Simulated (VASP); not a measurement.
**Iridium: structure and properties in VASP**

What structure does Iridium take at this level, and what are its properties? The steps: full relaxation (r2SCAN + rVV10), second relaxation, density, ELF and potential (r2SCAN + rVV10), band structure (r2SCAN + rVV10), density of states (r2SCAN + rVV10), volume scan with r2SCAN + rVV10, fit for r2SCAN + rVV10 and independent-particle dielectric function (r2SCAN + rVV10). The start is a cell from a database of measured crystal structures.

Method: r2SCAN with rVV10; plane waves and PAW (Ir), in VASP 6.6.1.

The database entry behind the starting cell differs from later determinations by our own check (0.1 to 0.3 % short, probably kX units), so it need not match the best structure at ambient conditions.

**1. The starting structure**

Before any relaxation, the start is as follows. The structure is cubic, space group Fm-3m (No. 225). The conventional cell has a = 3.831 Å, b = 3.831 Å, c = 3.831 Å, α = 90.00°, β = 90.00°, γ = 90.00°. Nearest to Ir lie 12 Ir at 2.71 Å.

**2. Full relaxation (r2SCAN + rVV10)**

Properties are meant for the cell that this level of theory prefers, so cell and atoms are relaxed first (ISIF = 3) until forces and stress are small; EDIFFG sets the threshold. r2SCAN adds the kinetic-energy density, costs more than a GGA and is run with LASPH. LUSE_VDW switches on a nonlocal correlation term for dispersion.

Input file INCAR:

```
SYSTEM = Ir
PREC = Accurate
ENCUT = 400
EDIFF = 1E-06
NELM = 100
ISMEAR = 1
SIGMA = 0.2
LREAL = .FALSE.
ALGO = Normal
METAGGA = R2SCAN
LUSE_VDW = .TRUE.
IVDW_NL = 2
BPARAM = 11.95
CPARAM = 0.0093
LASPH = .TRUE.
NBANDS = 10
LORBIT = 11
LWAVE = .FALSE.
LCHARG = .FALSE.
KPAR = 2
IBRION = 2
NSW = 60
ISIF = 3
EDIFFG = -0.01
```

Input file POSCAR:

```
Ir
1.0
    0.0000000000      1.9156000000      1.9156000000
    1.9156000000      0.0000000000      1.9156000000
    1.9156000000      1.9156000000      0.0000000000
Ir
1
Direct
    0.0000000000      0.0000000000      0.0000000000
```

Input file KPOINTS:

```
Automatic mesh
0
Gamma
12 12 12
0 0 0
```

PAW data sets: Ir (PBE family, release 64).

On the command line:

```bash
> mpirun -np 2 vasp_std
```

The log of the run:

```text
[banner, memory and clock lines left out]
running    2 mpi-ranks, on    1 nodes
 distrk:  each k-point on    1 cores,    2 groups
 distr:  one band on    1 cores,    1 groups

 POSCAR found type information on POSCAR Ir
 POSCAR found :  1 types and       1 ions
|                                                                             |
|               ----> ADVICE to this user running VASP <----                  |
|                                                                             |
|     You have switched on vdW-DFT.                                           |
|     This routine was written and supplied by Jiri Klimes. We recommend      |
|     that you carefully read and cite the following publications:            |
|       J. Klimes, D.R. Bowler, A. Michelides                                 |
|          J. Phys.: Cond Matt. 22 022201 (2010)                              |
|       J. Klimes, D.R. Bowler, A. Michelides                                 |
|          Phys. Rev. B. 83, 195131 (2011)                                    |
|     and references therein.                                                 |
|                                                                             |

|                                                                             |
|               ----> ADVICE to this user running VASP <----                  |
|                                                                             |
|     You enforced a specific xc type in the INCAR file but a different       |
|     [... a line on the potential file left out ...]
|     I HOPE YOU KNOW WHAT YOU ARE DOING!                                     |
|                                                                             |

 LDA part: xc-table for (None), standard interpolation
 POSCAR, INCAR and KPOINTS ok, starting setup
 FFT: planning ... GRIDC
 FFT: planning ... GRID_SOFT
 FFT: planning ... GRID
 WAVECAR not read
 entering main loop
       N       E                     dE             d eps       ncg     rms          rms(c)
Total rVV10 correction in eV:      0.1462006    12.2708602
Total rVV10 correction in eV:      0.1462006    12.2708602
DAV:   1    -0.250866642135E+01   -0.25087E+01   -0.37919E+03  1488   0.671E+02
DAV:   2    -0.537880123155E+02   -0.51279E+02   -0.48187E+02  1502   0.183E+02
DAV:   3    -0.545843679359E+02   -0.79636E+00   -0.79547E+00  1728   0.278E+01
DAV:   4    -0.545916677352E+02   -0.72998E-02   -0.72983E-02  1620   0.249E+00
DAV:   5    -0.545918253632E+02   -0.15763E-03   -0.15763E-03  1732   0.346E-01    0.162E+01
Total rVV10 correction in eV:      0.1310954    12.2708601
Total rVV10 correction in eV:      0.1310954    12.2708601
DAV:   6    -0.522838810265E+02    0.23079E+01   -0.15956E+00  1624   0.157E+01    0.591E+00
Total rVV10 correction in eV:      0.1251747    12.2708601
Total rVV10 correction in eV:      0.1251747    12.2708601
DAV:   7    -0.522618796584E+02    0.22001E-01   -0.63764E-02  1634   0.302E+00    0.240E+00
Total rVV10 correction in eV:      0.1209134    12.2708601
Total rVV10 correction in eV:      0.1209134    12.2708601
DAV:   8    -0.522589609570E+02    0.29187E-02   -0.18685E-02  1532   0.157E+00    0.115E+00
Total rVV10 correction in eV:      0.1224736    12.2708601
Total rVV10 correction in eV:      0.1224736    12.2708601
DAV:   9    -0.522563247161E+02    0.26362E-02   -0.59822E-03  1620   0.951E-01    0.132E-01
Total rVV10 correction in eV:      0.1225503    12.2708601
Total rVV10 correction in eV:      0.1225503    12.2708601
DAV:  10    -0.522563332407E+02   -0.85246E-05   -0.35111E-05  1562   0.584E-02    0.659E-02
Total rVV10 correction in eV:      0.1226077    12.2708601
Total rVV10 correction in eV:      0.1226077    12.2708601
DAV:  11    -0.522563301145E+02    0.31262E-05   -0.11622E-05  1626   0.293E-02    0.138E-02
Total rVV10 correction in eV:      0.1226343    12.2708601
Total rVV10 correction in eV:      0.1226343    12.2708601
DAV:  12    -0.522563279973E+02    0.21172E-05   -0.15012E-06   836   0.149E-02    0.231E-03
Total rVV10 correction in eV:      0.1226319    12.2708601
Total rVV10 correction in eV:      0.1226319    12.2708601
DAV:  13    -0.522563280777E+02   -0.80358E-07   -0.14641E-07   762   0.561E-03
Total rVV10 correction in eV:      0.1226336    12.2708601
Total rVV10 correction in eV:      0.1226336    12.2708601
Total rVV10 correction in eV:      0.1226319    12.2708601
Total rVV10 correction in eV:      0.1226319    12.2708601
   1 F= -.52256328E+02 E0= -.52256581E+02  d E =-.522563E+02
 curvature:   0.00 expect dE= 0.000E+00 dE for cont linesearch  0.000E+00
 trial: gam= 0.00000 g(F)=  0.183E-65 g(S)=  0.211E-01 ort = 0.000E+00 (trialstep = 0.100E+01)
 search vector abs. value=  0.211E-01
 bond charge predicted
       N       E                     dE             d eps       ncg     rms          rms(c)
Total rVV10 correction in eV:      0.1241333    12.2708601
Total rVV10 correction in eV:      0.1241333    12.2708601
DAV:   1    -0.523565303111E+02   -0.10020E+00   -0.48191E+00  1576   0.309E+01    0.275E+00
Total rVV10 correction in eV:      0.1296495    12.2708603
Total rVV10 correction in eV:      0.1296495    12.2708603
DAV:   2    -0.522367307781E+02    0.11980E+00   -0.35336E-01  1582   0.670E+00    0.127E+00
Total rVV10 correction in eV:      0.1315899    12.2708603
Total rVV10 correction in eV:      0.1315899    12.2708603
DAV:   3    -0.522268327888E+02    0.98980E-02   -0.37656E-02  1774   0.207E+00    0.634E-01
Total rVV10 correction in eV:      0.1317734    12.2708603
Total rVV10 correction in eV:      0.1317734    12.2708603
DAV:   4    -0.522266394417E+02    0.19335E-03   -0.23399E-03  2152   0.287E-01    0.871E-02
Total rVV10 correction in eV:      0.1315736    12.2708603
Total rVV10 correction in eV:      0.1315736    12.2708603
DAV:   5    -0.522266352816E+02    0.41601E-05   -0.22030E-04  1704   0.192E-01    0.167E-02
Total rVV10 correction in eV:      0.1315207    12.2708603
Total rVV10 correction in eV:      0.1315207    12.2708603
DAV:   6    -0.522266477412E+02   -0.12460E-04   -0.98147E-06  1536   0.223E-02    0.126E-02
Total rVV10 correction in eV:      0.1315311    12.2708603
Total rVV10 correction in eV:      0.1315311    12.2708603
DAV:   7    -0.522266477717E+02   -0.30532E-07   -0.63669E-07  1032   0.553E-03
Total rVV10 correction in eV:      0.1315381    12.2708603
Total rVV10 correction in eV:      0.1315381    12.2708603
Total rVV10 correction in eV:      0.1315341    12.2708603
Total rVV10 correction in eV:      0.1315341    12.2708603
   2 F= -.52226648E+02 E0= -.52227040E+02  d E =0.296803E-01
 trial-energy change:    0.029680  1 .order    0.028319   -0.021052    0.077690
 step:   0.2000(harm=  0.2132)  dis= 0.00000  next Energy=   -52.258422 (dE=-0.209E-02)
 bond charge predicted
       N       E                     dE             d eps       ncg     rms          rms(c)
Total rVV10 correction in eV:      0.1303204    12.2708603
Total rVV10 correction in eV:      0.1303204    12.2708603
DAV:   1    -0.523425216851E+02   -0.11587E+00   -0.30729E+00  1574   0.247E+01    0.274E+00
Total rVV10 correction in eV:      0.1259783    12.2708600
Total rVV10 correction in eV:      0.1259783    12.2708600
DAV:   2    -0.522660940523E+02    0.76428E-01   -0.18084E-01  1582   0.497E+00    0.786E-01
Total rVV10 correction in eV:      0.1242313    12.2708600
Total rVV10 correction in eV:      0.1242313    12.2708600
DAV:   3    -0.522583055281E+02    0.77885E-02   -0.29411E-02  1664   0.192E+00    0.296E-01
Total rVV10 correction in eV:      0.1242377    12.2708600
Total rVV10 correction in eV:      0.1242377    12.2708600
DAV:   4    -0.522582950953E+02    0.10433E-04   -0.39936E-04  1982   0.166E-01    0.182E-01
Total rVV10 correction in eV:      0.1243428    12.2708600
Total rVV10 correction in eV:      0.1243428    12.2708600
DAV:   5    -0.522583497471E+02   -0.54652E-04   -0.33546E-04  1948   0.115E-01    0.115E-02
Total rVV10 correction in eV:      0.1243974    12.2708600
Total rVV10 correction in eV:      0.1243974    12.2708600
DAV:   6    -0.522583554674E+02   -0.57202E-05   -0.10763E-05  1642   0.406E-02    0.608E-03
Total rVV10 correction in eV:      0.1244085    12.2708600
Total rVV10 correction in eV:      0.1244085    12.2708600
DAV:   7    -0.522583540646E+02    0.14028E-05   -0.18927E-06  1216   0.122E-02    0.103E-03
Total rVV10 correction in eV:      0.1244042    12.2708600
Total rVV10 correction in eV:      0.1244042    12.2708600
DAV:   8    -0.522583545561E+02   -0.49151E-06   -0.54734E-08   738   0.234E-03
Total rVV10 correction in eV:      0.1244030    12.2708600
Total rVV10 correction in eV:      0.1244030    12.2708600
Total rVV10 correction in eV:      0.1244039    12.2708600
Total rVV10 correction in eV:      0.1244039    12.2708600
   3 F= -.52258355E+02 E0= -.52258624E+02  d E =-.202648E-02
 curvature:  -0.11 expect dE=-0.466E-06 dE for cont linesearch -0.466E-06
 trial: gam= 0.00000 g(F)=  0.224E-64 g(S)=  0.437E-05 ort =-0.303E-03 (trialstep = 0.840E+00)
 search vector abs. value=  0.437E-05
 reached required accuracy - stopping structural energy minimisation
```

It took 30 s on 2 MPI ranks of Intel Xeon 6975P-C (Granite Rapids), shared host; peak memory 0.32 GiB; 59 s of CPU time.

The logs omit lines about the potential files and the build; timing stands in the text.

From OUTCAR (step 2):

```text
ion  position               nearest neighbor table
   1  0.000  0.000  0.000-

  LATTYP: Found a face centered cubic cell.
 ALAT       =     3.8312000000

 Subroutine GETGRP returns: Found 48 space group operations
 (whereof 48 operations were pure point group operations)

The static configuration has the point symmetry O_h .

 Found     72 irreducible k-points:

   k-points           NKPTS =     72   k-points in BZ     NKDIM =     72   number of bands    NBANDS=     10

   dimension x,y,z NGX =    18 NGY =   18 NGZ =   18
   dimension x,y,z NGXF=    36 NGYF=   36 NGZF=   36

   ENCUT  =  400.0 eV  29.40 Ry    5.42 a.u.   4.42  4.42  4.42*2*pi/ulx,y,z

   NELECT =       9.0000    total number of electrons

 k-points in reciprocal lattice and weights: Automatic mesh
   0.00000000  0.00000000  0.00000000       0.001
   0.08333333  0.00000000  0.00000000       0.005
   0.16666667  0.00000000  0.00000000       0.005
   0.25000000  0.00000000  0.00000000       0.005
   0.33333333  0.00000000  0.00000000       0.005
   0.41666667  0.00000000  0.00000000       0.005
   0.50000000  0.00000000  0.00000000       0.002
   0.08333333  0.08333333  0.00000000       0.003
   0.16666667  0.08333333  0.00000000       0.014
[...]
-0.33333333  0.50000000  0.16666667       0.007
  -0.25000000  0.50000000  0.25000000       0.003

 average (electrostatic) potential at core
       1 -53.8764

 E-fermi :  10.1393

 k-point     1 :       0.0000    0.0000    0.0000
  band No.  band energies     occupation
    ...
      2       6.1164      2.00000
      3       6.1164      2.00000
      4       6.1164      2.00000
      5       8.8137      2.00000
      6       8.8137      2.00000
      7      25.1903      0.00000
      8      31.0177      0.00000
      9      31.0177      0.00000
     10      31.0177      0.00000

 k-point     2 :       0.0833    0.0000    0.0000
  band No.  band energies     occupation
    ...
      2       5.9502      2.00000
      3       6.2510      2.00000
      4       6.2510      2.00000
      5       8.7318      2.00000
      6       8.7318      2.00000
      7      25.7264      0.00000
      8      29.5628      0.00000
      9      31.5317      0.00000
     10      31.5317      0.00000

 k-point     3 :       0.1667    0.0000    0.0000
  band No.  band energies     occupation
    ...
      2       5.6152      2.00000
      3       6.5195      2.00000
      4       6.5195      2.00000
      5       8.6606      2.00000
      6       8.6606      2.00000
      7      26.8919      0.00000
      8      27.2538      0.00000
      9      32.9618      0.00000
     10      32.9618      0.00000

  Total       -0.0054937     -0.0054937     -0.0054937      0.0000000      0.0000000     -0.0000000
  in kB       -0.6192186     -0.6192186     -0.6192186      0.0000000      0.0000000     -0.0000000
  external PRESSURE =      -0.6192186 kB  Pullay stress =       0.0000000 kB

  energy-cutoff  :      400.00
  volume of cell :       14.21
      direct lattice vectors                 reciprocal lattice vectors
     0.000000000  1.922648155  1.922648155    -0.260057982  0.260057982  0.260057982
     1.922648155  0.000000000  1.922648155     0.260057982 -0.260057982  0.260057982
     1.922648155  1.922648155  0.000000000     0.260057982  0.260057982 -0.260057982

 POSITION                                       TOTAL-FORCE (eV/Angst)
 -----------------------------------------------------------------------------------
      0.00000      0.00000      0.00000        -0.000000     -0.000000     -0.000000
 -----------------------------------------------------------------------------------
    total drift:                               -0.000000      0.000000     -0.000000

  FREE ENERGIE OF THE ION-ELECTRON SYSTEM (eV)
  ---------------------------------------------------
  free  energy   TOTEN  =       -52.2583545561 eV

  energy  without entropy=      -52.2591622077  energy(sigma->0) =      -52.25862377

 reached required accuracy - stopping structural energy minimisation

 total charge
# of ion       s       p       d       tot
------------------------------------------
    1        0.675   0.740   6.958   8.372

[... 3 further parts left out ...]
```

This run has no spin polarisation. Its electron count is odd, so without a moment it is a metal by construction. The PAW data sets were made with PBE, which is usual practice but a small mismatch for other functionals. The run keeps the 48 symmetry operations of its start, so it cannot find a distortion of lower symmetry.

The steps of the relaxation:

| step | energy less that of the first step (eV) | largest force (eV/Å) | pressure (GPa) | volume (Å³) |
| --- | --- | --- | --- | --- |
| 1 | 0.0000 | 0.0000 | 4.35 | 14.06 |
| 2 | 0.0297 | 0.0000 | -15.19 | 14.85 |
| 3 | -0.0020 | 0.0000 | -0.06 | 14.21 |

```
conventional cell, symmetrised  before  after  change
                         a (Å)   3.831  3.845  +0.4 %
                         b (Å)   3.831  3.845  +0.4 %
                         c (Å)   3.831  3.845  +0.4 %
              volume (Å³/atom)   14.06  14.21  +1.1 %
```

The relaxed structure:

```cif
data_structure
_symmetry_space_group_name_H-M 'P 1'
_symmetry_Int_Tables_number 1
_cell_length_a 2.7190
_cell_length_b 2.7190
_cell_length_c 2.7190
_cell_angle_alpha 60.000
_cell_angle_beta 60.000
_cell_angle_gamma 60.000
_cell_volume 14.21
loop_
_atom_site_label
_atom_site_type_symbol
_atom_site_fract_x
_atom_site_fract_y
_atom_site_fract_z
_atom_site_occupancy
Ir1 Ir 0.00000 0.00000 0.00000 1
```

This step gave:

```yaml
electrons: 9
bands: 10
irreducible_k_points: 72
symmetry_operations: 48
free_energy_toten: -52.2584 eV
energy_at_zero_smearing: -52.2586 eV
fermi_energy: 10.14 eV
pressure: -0.06192 GPa
metallic: yes
scf_cycles_over_all_ionic_steps: 28
```

It ends with forces that vanish by symmetry and a pressure of -0.06 GPa. The volume lies +1.1 % from that of the database's start.

[end of part 1 of 5]

[Lines on the potential files, build, host, timing and source positions are cut from VASP's logs without a mark.]

[Logs are printed without paths, hosts, clocks, repeated set-up lines and the standing remarks that a program may print on its own settings, such as how far it seeks lower states.]

[Hosts, paths, dates, database ids (printed as entryN), source tags and the programs' standing remarks are cut or masked in the printed files.]

[A measured line is paired with the nearest computed mode of its activity, which favours agreement.]
